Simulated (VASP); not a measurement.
Method: PBE GGA, VASP's PBE PAW potentials (set 64) (plane waves; VASP 6.6.1).

VASP ran on this input.

INCAR:
```
ALGO  =  Normal
EDIFF  =  1E-6
EDIFFG  =  -0.02
ENCUT  =  500
GGA  =  PE
IBRION  =  2
ISIF  =  3
ISMEAR  =  0
LASPH  =  T
LCHARG  =  F
LMAXMIX  =  4
LREAL  =  F
LWAVE  =  F
NELM  =  100
NSW  =  60
PREC  =  Accurate
SIGMA  =  0.05
SYSTEM  =  ZnO
```

POSCAR:
```
ZnO
1
    3.2866411035     0.0000000000     0.0000000000
   -1.6433205518     2.8463143323     0.0000000000
    0.0000000000     0.0000000000     5.3016544781
Zn O
2 2
Direct
  0.6666670000   0.3333330000   0.5005619229
  0.3333330000   0.6666670000   0.0005619229
  0.6666670000   0.3333330000   0.8797480771
  0.3333330000   0.6666670000   0.3797480771
```

File KPOINTS:
```
kpoints
0
gamma
  7 7 4
```

POTCAR, in this order: Zn O (PBE.64 set). Program: vasp_std.

Output of the run:

**OUTCAR**
```
 ion  position               nearest neighbor table
   1  0.667  0.333  0.501-   4 2.00   4 2.00   4 2.00   3 2.01
   2  0.333  0.667  0.001-   3 2.00   3 2.00   3 2.00   4 2.01
   3  0.667  0.333  0.880-   2 2.00   2 2.00   2 2.00   1 2.01
   4  0.333  0.667  0.380-   1 2.00   1 2.00   1 2.00   2 2.01
  LATTYP: Found a hexagonal cell.
 ALAT       =     3.2866411035
 C/A-ratio  =     1.6130920022
 Subroutine PRICEL returns:
 Original cell was already a primitive cell.
 Subroutine GETGRP returns: Found 12 space group operations
The static configuration has the point symmetry C_3v.
 The point group associated with its full space group is C_6v.
The dynamic configuration has the point symmetry C_3v.
 Subroutine INISYM returns: Found 12 space group operations
 Subroutine IBZKPT returns following result:
 Found     24 irreducible k-points:

 Following reciprocal coordinates:
            Coordinates               Weight
  0.000000  0.000000  0.000000      1.000000
  0.142857 -0.000000  0.000000      6.000000
  0.285714  0.000000  0.000000      6.000000
  0.428571 -0.000000  0.000000      6.000000
  0.142857  0.142857  0.000000      6.000000
...
```

File OSZICAR:
```
       N       E                     dE             d eps       ncg     rms          rms(c)
DAV:   1     0.281819547444E+03    0.28182E+03   -0.18551E+04  1056   0.230E+03
DAV:   2     0.983841517544E+01   -0.27198E+03   -0.26183E+03  1122   0.427E+02
DAV:   3    -0.205107468750E+02   -0.30349E+02   -0.30100E+02  1284   0.152E+02
DAV:   4    -0.211022982907E+02   -0.59155E+00   -0.59113E+00  1146   0.229E+01
DAV:   5    -0.211067086252E+02   -0.44103E-02   -0.44101E-02  1242   0.191E+00    0.143E+01
DAV:   6    -0.177317294760E+02    0.33750E+01   -0.12133E+01  1842   0.740E+01    0.865E+00
DAV:   7    -0.178966945352E+02   -0.16497E+00   -0.26571E+00  1144   0.196E+01    0.520E+00
DAV:   8    -0.179227233311E+02   -0.26029E-01   -0.85143E-01  1588   0.919E+00    0.182E+00
DAV:   9    -0.178570476655E+02    0.65676E-01   -0.19242E-01  1638   0.793E+00    0.347E-01
DAV:  10    -0.178608456458E+02   -0.37980E-02   -0.57828E-02  1080   0.175E+00    0.148E-01
DAV:  11    -0.178608429894E+02    0.26565E-05   -0.15329E-03  1538   0.522E-01    0.361E-02
DAV:  12    -0.178609000964E+02   -0.57107E-04   -0.15901E-04  1438   0.246E-01    0.344E-02
DAV:  13    -0.178608942617E+02    0.58348E-05   -0.39903E-05  1372   0.132E-01    0.125E-02
DAV:  14    -0.178608947721E+02   -0.51040E-06   -0.14726E-05  1134   0.435E-02    0.507E-03
DAV:  15    -0.178608941576E+02    0.61448E-06   -0.16386E-06   756   0.152E-02
   1 F= -.17860894E+02 E0= -.17860894E+02  d E =-.178609E+02
```

OUTCAR:
```
------------------------ aborting loop because EDIFF is reached ----------------------------------------
  FORCE on cell =-STRESS in cart. coord.  units (eV):
  Direction    XX          YY          ZZ          XY          YZ          ZX
  --------------------------------------------------------------------------------------
  Total        0.0070556      0.0070556      0.0342608     -0.0000000      0.0000000      0.0000000
  in kB        0.2279266      0.2279266      1.1067818     -0.0000000      0.0000000      0.0000000
  external PRESSURE =       0.5208783 kB  Pullay stress =       0.0000000 kB
  volume of cell :       49.60
      direct lattice vectors                 reciprocal lattice vectors
     3.286641104  0.000000000  0.000000000     0.304262001  0.175665770  0.000000000
    -1.643320552  2.846314332  0.000000000     0.000000000  0.351331541  0.000000000
     0.000000000  0.000000000  5.301654478     0.000000000  0.000000000  0.188620364
  FREE ENERGIE OF THE ION-ELECTRON SYSTEM (eV)
  ---------------------------------------------------
  free  energy   TOTEN  =       -17.8608941576 eV

  energy  without entropy=      -17.8608941576  energy(sigma->0) =      -17.86089416

 reached required accuracy - stopping structural energy minimisation
```
(Selected blocks of OUTCAR.)

The structure comes from a computed database's ZnO entry (P6_3mc); how it stands against other phases isn't given here. It was relaxed first. The start is the result of an earlier pass.
